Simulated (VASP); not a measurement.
# BH4Pt (F-43m) in VASP: a series of runs

One crystal, BH4Pt, is run at these levels: PBE; tasks: single point, relaxation of cell and atoms.

Program: VASP 6.6.1. These are calculated values, not measurements. Logs are shortened: lines on timing, memory, paths and dates and some standing lists are left out, and cuts for length are marked.

## 1. The cell of the first run

Symmetry: F-43m, No. 216, cubic system. The conventional cell has a = 5.289 Å, b = 5.289 Å, c = 5.289 Å, α = 90.00°, β = 90.00°, γ = 90.00°. B (site symmetry -43m) has 12 H at 2.16 Å and 4 Pt at 2.29 Å as nearest neighbours. Around H (site symmetry 3m) lie 3 H at 1.24 Å. Pt (site symmetry -43m) is surrounded by 4 B at 2.29 Å and 12 H at 2.29 Å.

The cell was built by a generator and needn't be a form met in nature.

## 2. Single point, PBE (species swapped into the CeYCo4 type (F-43m, No. 216))

Input file INCAR:

```
PREC = Accurate
ENCUT = 520
EDIFF = 1E-7
ISMEAR = 0
SIGMA = 0.1
LREAL = False
LASPH = True
NELM = 60
ALGO = Fast
ISIF = 2
LWAVE = False
LCHARG = True
GGA = PE
LELF = True
LVHAR = True
NBANDS = 18
```

Input file KPOINTS:

```
regular mesh
0
Gamma
  12 12 12
```

Input file POSCAR:

```
BH4Pt
1.0
    0.0000000000      2.6443030359      2.6443030359
    2.6443030359      0.0000000000      2.6443030359
    2.6443030359      2.6443030359      0.0000000000
B H Pt
1 4 1
Direct
    0.0000000000      0.0000000000      0.0000000000
    0.0019168098      0.3326943967      0.3326943967
    0.3326943967      0.3326943967      0.3326943967
    0.3326943967      0.0019168098      0.3326943967
    0.3326943967      0.3326943967      0.0019168098
    0.7500000000      0.7500000000      0.7500000000
```

Potentials or basis: VASP PAW PBE potentials, release 64 (B, H, Pt).

On the command line:

```console
$ cat potpaw_PBE.64/B/POTCAR potpaw_PBE.64/H/POTCAR potpaw_PBE.64/Pt/POTCAR > POTCAR
$ mpirun -np 1 vasp_std > vasp.out
```

OUTCAR:

```text
PREC = Accurate
   ENCUT = 520
   EDIFF = 1E-7
   ISMEAR = 0
   LREAL = False
   LASPH = True
   NELM = 60
   ISIF = 2
   GGA = PE

 ion  position               nearest neighbor table
   1  0.000  0.000  0.000-   6 2.29   6 2.29   6 2.29   6 2.29
   2  0.002  0.333  0.333-
   3  0.333  0.333  0.333-
   4  0.333  0.002  0.333-
   5  0.333  0.333  0.002-
   6  0.750  0.750  0.750-   1 2.29   1 2.29   1 2.29   1 2.29

  LATTYP: Found a face centered cubic cell.
 ALAT       =     5.2886060718

  Lattice vectors:

 A1 = (   0.0000000000,   2.6443030359,   2.6443030359)
 A2 = (   2.6443030359,   0.0000000000,   2.6443030359)
 A3 = (   2.6443030359,   2.6443030359,   0.0000000000)

Analysis of symmetry for initial positions (statically):
=====================================================================
 Subroutine PRICEL returns:
 Original cell was already a primitive cell.

 Routine SETGRP: Setting up the symmetry group for a
 face centered cubic supercell.

 Subroutine GETGRP returns: Found 24 space group operations
 (whereof 24 operations were pure point group operations)
 out of a pool of 48 trial point group operations.

The static configuration has the point symmetry T_d .

Analysis of symmetry for dynamics (positions and initial velocities):
=====================================================================
 Subroutine PRICEL returns:
 Original cell was already a primitive cell.

 Routine SETGRP: Setting up the symmetry group for a
 face centered cubic supercell.

 Subroutine GETGRP returns: Found 24 space group operations
 (whereof 24 operations were pure point group operations)
 out of a pool of 48 trial point group operations.

The dynamic configuration has the point symmetry T_d .

 Subroutine INISYM returns: Found 24 space group operations
 (whereof 24 operations are pure point group operations),
 and found     1 'primitive' translations

----------------------------------------------------------------------------------------

                                     Primitive cell

  volume of cell :      36.9797

  direct lattice vectors                    reciprocal lattice vectors
     0.000000000  2.644303036  2.644303036    -0.189085741  0.189085741  0.189085741
     2.644303036  0.000000000  2.644303036     0.189085741 -0.189085741  0.189085741
     2.644303036  2.644303036  0.000000000     0.189085741  0.189085741 -0.189085741

  length of vectors
     3.739609216  3.739609216  3.739609216     0.327506111  0.327506111  0.327506111

  position of ions in fractional coordinates (direct lattice)
     0.000000000  0.000000000  0.000000000
     0.001916810  0.332694397  0.332694397
     0.332694397  0.332694397  0.332694397
     0.332694397  0.001916810  0.332694397
     0.332694397  0.332694397  0.001916810
     0.750000000  0.750000000  0.750000000

  ion indices of the primitive-cell ions
   primitive index   ion index
                 1           1
                 2           2
                 3           3
                 4           4
                 5           5
                 6           6

----------------------------------------------------------------------------------------

 KPOINTS: regular mesh

Automatic generation of k-mesh.
 Grid dimensions read from file:
 generate k-points for:   12   12   12

 Generating k-lattice:

  Cartesian coordinates                     Fractional coordinates (reciprocal lattice)
    -0.015757145  0.015757145  0.015757145     0.083333333  0.000000000  0.000000000
     0.015757145 -0.015757145  0.015757145     0.000000000  0.083333333  0.000000000
     0.015757145  0.015757145 -0.015757145     0.000000000  0.000000000  0.083333333

  Length of vectors
     0.027292176  0.027292176  0.027292176

  Shift w.r.t. Gamma in fractional coordinates (k-lattice)
     0.000000000  0.000000000  0.000000000

 Subroutine IBZKPT returns following result:
 ===========================================

 Found     72 irreducible k-points:

 Following reciprocal coordinates:
            Coordinates               Weight
  0.000000  0.000000  0.000000      1.000000
  0.083333  0.000000  0.000000      8.000000
  0.166667  0.000000  0.000000      8.000000
  0.250000  0.000000  0.000000      8.000000
  0.333333  0.000000  0.000000      8.000000
  0.416667  0.000000  0.000000      8.000000
[... 16 lines left out ...]
  0.500000  0.166667  0.000000     24.000000
 -0.416667  0.166667  0.000000     24.000000
 [... further k-points ...]
   k-points           NKPTS =     72   k-points in BZ     NKDIM =     72   number of bands    NBANDS=     18
   number of dos      NEDOS =    301   number of ions     NIONS =      6
   total plane-waves  NPLWV =  21952
   dimension x,y,z NGX =    28 NGY =   28 NGZ =   28
   dimension x,y,z NGXF=    56 NGYF=   56 NGZF=   56
   ions per type =               1   4   1
   NGX,Y,Z   is equivalent  to a cutoff of  12.45, 12.45, 12.45 a.u.
   NGXF,Y,Z  is equivalent  to a cutoff of  24.90, 24.90, 24.90 a.u.
 SYSTEM =  unknown system
   PREC   = accura    normal or accurate (medium, high low for compatibility)
   ISTART =      0    job   : 0-new  1-cont  2-samecut
   ICHARG =      2    charge: 1-file 2-atom 10-const
   ISPIN  =      1    spin polarized calculation?
   LNONCOLLINEAR =      F non collinear calculations
   LSORBIT =      F    spin-orbit coupling
   LASPH  =      T    aspherical Exc in radial PAW
   ENCUT  =  520.0 eV  38.22 Ry    6.18 a.u.   6.95  6.95  6.95*2*pi/ulx,y,z
   NELM   =     60;   NELMIN=  2; NELMDL= -5     # of ELM steps
   EDIFF  = 0.1E-06   stopping-criterion for ELM
   LREAL  =      F    real-space projection
   EDIFFG = 0.1E-05   stopping-criterion for IOM
   NSW    =      0    number of steps for IOM
   IBRION =     -1    ionic relax: 0-MD 1-quasi-New 2-CG
   NFREE  =      0    steps in history (QN), initial steepest desc. (CG)
   ISIF   =      2    stress and relaxation
   ISYM   =      2    0-nonsym 1-usesym 2-fastsym
   POTIM  = 0.5000    time-step for ionic-motion
   TEBEG  =    0.0;   TEEND  =   0.0 temperature during run
   PSTRESS=    0.0 pullay stress
   NELECT =      17.0000    total number of electrons
   NUPDOWN=      -1.0000    fix difference up-down
   EMIN   =  10.00;   EMAX   =-10.00  energy-range for DOS
   EFERMI =   0.00;   METHOD = LEGACY
   ISMEAR =     0;   SIGMA  =   0.10  broadening in eV -4-tet -1-fermi 0-gaus
   EFERMI_NEDOS =   21; number of points for ismear=-14 and -15
   IALGO  =     68    algorithm
   IMIX   =      4    mixing-type and parameters
     AMIX     =   0.40;   BMIX     =  1.00
     AMIX_MAG =   1.60;   BMIX_MAG =  1.00
  volume/ion in A,a.u.               =       6.16        41.59
  Fermi-wavevector in a.u.,A,eV,Ry     =   1.263484  2.387639 21.720246  1.596393
  Thomas-Fermi vector in A             =   2.396839
   LORBIT       =      0    0 simple, 1 ext, 2 COOP (PROOUT), +10 PAW based schemes
   GGA     = PE    functional components
   LHFCALC =     F    Hartree Fock is set to
   AEXX    =    0.0000 exact exchange contribution
   IVDW    =     0    specifies the selected vdW correction
   LEPSILON=     F    determine dielectric tensor
   LRPA    =     F    only Hartree local field effects (RPA)
 non-spin polarized calculation
 RMM-DIIS sequential band-by-band and
 Gauss-broadening in eV      SIGMA  =   0.10
  energy-cutoff  :      520.00
  volume of cell :       36.98
 maximum number of plane-waves:      1018
   NGX = 13   NGY = 13   NGZ = 13

 number of electron      17.0000002 magnetization

 Free energy of the ion-electron system (eV)
  ---------------------------------------------------
  ext. energy  EPLUGINS =         0.00000000
  ---------------------------------------------------
  free energy    TOTEN  =       -20.33512037 eV

  energy without entropy =      -20.33068071  energy(sigma->0) =      -20.33290054

 E-fermi :   7.1346     XC(G=0): -11.8780

 val. band max:        7.1207708978   @ k =  -0.2500   0.2500   0.0000
 cond. band min:       7.1568203387   @ k =  -0.3333   0.2500   0.0000
 fundamental gap:      0.0360494409
 Fermi energy:         7.1345527098

 k-point     1 :       0.0000    0.0000    0.0000
  band No.  band energies     occupation
      1      -7.6853      2.00000
      2       1.6248      2.00000
      3       1.6248      2.00000
      4       1.6248      2.00000
      5       3.3983      2.00000
      6       3.3983      2.00000
[... 10 lines left out ...]
     17      17.7008      0.00000
     18      23.0542      0.00000

 k-point     2 :       0.0833    0.0000    0.0000
  band No.  band energies     occupation
      1      -7.5870      2.00000
      2       1.4482      2.00000
      3       1.6592      2.00000
      4       1.6592      2.00000
      5       3.2918      2.00000
      6       3.2918      2.00000
[... 10 lines left out ...]
     17      17.8143      0.00000
     18      23.3763      0.00000

 k-point     3 :       0.1667    0.0000    0.0000
  band No.  band energies     occupation
      1      -7.2981      2.00000
      2       0.8797      2.00000
      3       1.7190      2.00000
      4       1.7190      2.00000
      5       3.1004      2.00000
      6       3.1004      2.00000
[... 10 lines left out ...]
     17      18.1343      0.00000
     18      24.1773      0.00000

 k-point     4 :       0.2500    0.0000    0.0000
  band No.  band energies     occupation
      1      -6.8385      2.00000
      2      -0.0229      2.00000
      3       1.6895      2.00000
      4       1.6895      2.00000
      5       3.0669      2.00000
      6       3.0669      2.00000
[... 375 lines left out ...]
      4       1.6951      2.00000
      5       2.9610      2.00000
      6       3.6975      2.00000
[... 10 lines left out ...]
     17      20.2840      0.00000
     18      23.2297      0.00000

 k-point    23 :       0.5000    0.1667    0.0000
  band No.  band energies     occupation
      1      -5.4203      2.00000
      2      -1.8171      2.00000
      3       0.9361      2.00000
      4       1.6093      2.00000
      5       3.2967      2.00000
      6       3.6706      2.00000
[... 10 lines left out ...]
     17      20.1170      0.00000
     18      23.1259      0.00000

 k-point    24 :      -0.4167    0.1667    0.0000
  band No.  band energies     occupation
      1      -5.3260      2.00000
      2      -1.9368      2.00000
      3       0.8448      2.00000
      4       1.5943      2.00000
      5       3.4314      2.00000
      6       3.5523      2.00000
[... 10 lines left out ...]
     17      20.7208      0.00000
     18      23.9822      0.00000

 [... further k-points ...]
[... 5 lines left out ...]
  --------------------------------------------------------------------------------------
  -------------------------------------------------------------------------------------
  Total       -0.0687045     -0.0687045     -0.0687045      0.0000000      0.0000000      0.0000000
  in kB       -2.9766813     -2.9766813     -2.9766813      0.0000000      0.0000000      0.0000000
  external PRESSURE =      -2.9766813 kB  Pullay stress =       0.0000000 kB

 VOLUME and BASIS-vectors are now :
 -----------------------------------------------------------------------------
  energy-cutoff  :      520.00
  volume of cell :       36.98
      direct lattice vectors                 reciprocal lattice vectors
     0.000000000  2.644303036  2.644303036    -0.189085741  0.189085741  0.189085741
     2.644303036  0.000000000  2.644303036     0.189085741 -0.189085741  0.189085741
     2.644303036  2.644303036  0.000000000     0.189085741  0.189085741 -0.189085741

 POSITION                                       TOTAL-FORCE (eV/Angst)
 -----------------------------------------------------------------------------------
      0.00000      0.00000      0.00000         0.000000      0.000000      0.000000
      1.75949      0.88481      0.88481         0.002132     -0.002132     -0.002132
      1.75949      1.75949      1.75949         0.002132      0.002132      0.002132
      0.88481      1.75949      0.88481        -0.002132      0.002132     -0.002132
      0.88481      0.88481      1.75949        -0.002132     -0.002132      0.002132
      3.96645      3.96645      3.96645         0.000000      0.000000      0.000000
 -----------------------------------------------------------------------------------
    total drift:                               -0.000000     -0.000000     -0.000000

  FREE ENERGIE OF THE ION-ELECTRON SYSTEM (eV)
  ---------------------------------------------------
  free  energy   TOTEN  =       -20.3351203677 eV

  energy  without entropy=      -20.3306807063  energy(sigma->0) =      -20.33290054
```

Run time: 35 s. Hardware: 1 thread of AMD EPYC 9R45 (Zen 5), shared host; peak memory 0.16 GiB.

Results:

* Free energy: -20.3351 eV
* Pressure: -0.3 GPa
* Largest force: 0.004 eV/Å
* Band gap on the k mesh: none (metal or under the smearing width)

Forces in eV/Å, atoms in the order of the input:
```
B    0.000  0.000  0.000
H    0.002 -0.002 -0.002
H    0.002  0.002  0.002
H   -0.002  0.002 -0.002
H   -0.002 -0.002  0.002
Pt   0.000  0.000  0.000
```

The run has no spin-orbit coupling, so splittings on Pt are missing.

## 3. Relaxation of cell and atoms, PBE (species swapped into the CeYCo4 type (F-43m, No. 216))

Input file INCAR:

```
ALGO = Normal ; EDIFF = 1E-7
EDIFFG = -0.01 ; ENCUT = 600
GGA = PE ; IBRION = 2
ISIF = 3 ; ISMEAR = 0
LASPH = T ; LCHARG = F
LREAL = F ; LWAVE = F
NELM = 100 ; NSW = 100
PREC = Accurate ; SIGMA = 0.1
```

Input file KPOINTS:

```
k-points
0
Gamma
  12 12 12
```

Input file POSCAR:

```
BH4Pt
1.0
    0.0000000000      2.6508426934      2.6508426934
    2.6508426934      0.0000000000      2.6508426934
    2.6508426934      2.6508426934      0.0000000000
B H Pt
1 4 1
Direct
    0.0000000000      0.0000000000      0.0000000000
    0.0057790158      0.3314069947      0.3314069947
    0.3314069947      0.3314069947      0.3314069947
    0.3314069947      0.0057790158      0.3314069947
    0.3314069947      0.3314069947      0.0057790158
    0.7500000000      0.7500000000      0.7500000000
```

Potentials or basis: VASP PAW PBE potentials, release 64 (B, H, Pt).

On the command line:

```console
$ cat potpaw_PBE.64/B/POTCAR potpaw_PBE.64/H/POTCAR potpaw_PBE.64/Pt/POTCAR > POTCAR
$ mpirun -np 1 vasp_std > vasp.out
```

Wall time 56 s (1 thread of AMD EPYC 9R45 (Zen 5), shared host); peak memory 0.17 GiB.

The run converged. Its results:

```
Free energy                            : -20.3379 eV
Relaxed volume                         : 6.16 Å³/atom
Relaxed cell                           : a = 3.739 Å, b = 3.739 Å, c = 3.739 Å, α = 60.00°, β = 60.00°, γ = 60.00°
Space group after relaxing (to 0.05 Å) : F-43m (No. 216)
Energy gained by relaxing              : 0.5 meV/atom
Ionic steps                            : 4
Pressure after relaxing                : 0.0 GPa
Largest force after relaxing           : 0.008 eV/Å
Band gap on the k mesh                 : none (metal or under the smearing width)
```

Forces in eV/Å, atoms in the order of the input:
```
B    0.000  0.000  0.000
H    0.004 -0.004 -0.004
H    0.004  0.004  0.004
H   -0.004  0.004 -0.004
H   -0.004 -0.004  0.004
Pt   0.000  0.000  0.000
```

Step by step:
| step | energy change (eV) | largest force (eV/Å) | pressure (GPa) | volume (Å³) |
| --- | --- | --- | --- | --- |
| 1 | 0.0000 | 0.0961 | -0.96 | 37.25 |
| 2 | -0.0022 | 0.0630 | -0.24 | 37.05 |
| 3 | -0.0030 | 0.0341 | 0.44 | 36.87 |
| 4 | -0.0033 | 0.0075 | 0.02 | 36.95 |

Final structure:
```
B H Pt
1.0
     0.00000    2.64353    2.64353
     2.64353    0.00000    2.64353
     2.64353    2.64353    0.00000
B H Pt
1 4 1
Cartesian
  2.6435 0.0000 2.6435
  1.7588 0.8847 0.8847
  1.7588 1.7588 1.7588
  0.8847 1.7588 0.8847
  0.8847 0.8847 1.7588
  3.9653 3.9653 3.9653
```

Levels at points of the mesh, in eV from the Fermi level:
```csv
k point,band 4,band 5,band 6,band 7,band 8,band 9,band 10,band 11,band 12
"(0.00, 0.00, 0.00)",-5.52,-3.74,-3.74,-3.14,0.54,0.54,0.54,4.65,4.65
"(0.50, 0.00, 0.00)",-5.79,-3.51,-3.51,-3.44,-1.45,1.83,1.83,3.28,3.28
"(0.50, 0.50, 0.00)",-4.13,-4.13,-3.20,-2.65,-2.60,-2.60,-1.89,3.80,6.37
```

Spin-orbit coupling is left out, which matters for the levels of Pt.

## 4. Single point, PBE (species swapped into the CeYCo4 type (F-43m, No. 216))

Input file INCAR:

```
SYSTEM = BH4Pt
ALGO = Normal ; EDIFF = 1E-6
ENCUT = 520 ; GGA = PE
ISIF = 2 ; ISMEAR = 0
LASPH = .TRUE. ; LCHARG = .TRUE.
LELF = .TRUE. ; LREAL = .FALSE.
LVHAR = .TRUE. ; LWAVE = .FALSE.
NBANDS = 18 ; NELM = 100
PREC = Accurate ; SIGMA = 0.1
```

Input file KPOINTS:

```
k-points
0
G
  6 6 6
  0 0 0
```

Input file POSCAR:

```
BH4Pt
1.0
    0.0000000000      2.9429808700      2.9429808700
    2.9429808700      0.0000000000      2.9429808700
    2.9429808700      2.9429808700      0.0000000000
B H Pt
1 4 1
Direct
    0.0000000000      0.0000000000      0.0000000000
    0.6251253300      0.1246240000      0.6251253300
    0.6251253300      0.6251253300      0.1246240000
    0.6251253300      0.6251253300      0.6251253300
    0.1246240000      0.6251253300      0.6251253300
    0.2500000000      0.2500000000      0.2500000000
```

On the command line:

```console
$ cat potpaw_PBE.64/B/POTCAR potpaw_PBE.64/H/POTCAR potpaw_PBE.64/Pt/POTCAR > POTCAR
$ mpirun -np 1 vasp_std > vasp.out
```

Wall time 12 s (1 thread of AMD EPYC 9R45 (Zen 5), shared host); peak memory 0.15 GiB.

Results (log left out):

| Item | Value |
| --- | --- |
| Free energy | -18.0211 eV |
| Pressure | -28.2 GPa |
| Largest force | 0.076 eV/Å |
| Band gap on the k mesh | none (metal or under the smearing width) |

Forces in eV/Å, atoms in the order of the input:
```
B    0.000  0.000  0.000
H   -0.044  0.044 -0.044
H   -0.044 -0.044  0.044
H    0.044  0.044  0.044
H    0.044 -0.044 -0.044
Pt   0.000  0.000  0.000
```

Levels at points of the mesh, in eV from the Fermi level:
| k point | band 4 | band 5 | band 6 | band 7 | band 8 | band 9 | band 10 | band 11 | band 12 | band 13 |
| --- | --- | --- | --- | --- | --- | --- | --- | --- | --- | --- |
| (0.00, 0.00, 0.00) | -4.20 | -2.80 | -2.80 | -1.23 | 0.93 | 0.93 | 0.93 | 3.21 | 3.21 | 3.21 |
| (0.50, 0.00, 0.00) | -4.17 | -2.69 | -2.69 | -2.56 | -0.69 | 0.91 | 0.91 | 2.22 | 2.22 | 2.97 |
| (0.50, 0.50, 0.00) | -2.99 | -2.99 | -2.49 | -2.23 | -2.23 | -2.15 | 0.74 | 1.09 | 4.31 | 4.31 |

Caveat: a pressure of tens of GPa on the cell as given is suspect, and the run, the potentials or the cell itself is likely at fault.

## 5. Overview

```csv
task,cell,k mesh,cutoff (eV),gap on the mesh (eV),pressure (GPa),largest force (eV/Å)
single point,"species swapped into the CeYCo4 type (F-43m, No. 216)",12 × 12 × 12,520,none,-0.3,-
relaxation of cell and atoms,"relaxed from: species swapped into the CeYCo4 type (F-43m, No. 216)",12 × 12 × 12,600,none,0.0,0.01
single point,"species swapped into the CeYCo4 type (F-43m, No. 216)",6 × 6 × 6,520,none,-28.2,0.08
```

Alike in all rows: level PBE; potentials or basis VASP PAW PBE potentials, release 64 (B, H, Pt); no spin polarisation; smearing gaussian 0.1 eV.

Caveats: a pressure of tens of GPa on the cell as given is suspect, and the run, the potentials or the cell itself is likely at fault (some runs).

Absolute energies hang on the potentials; compare differences alone.
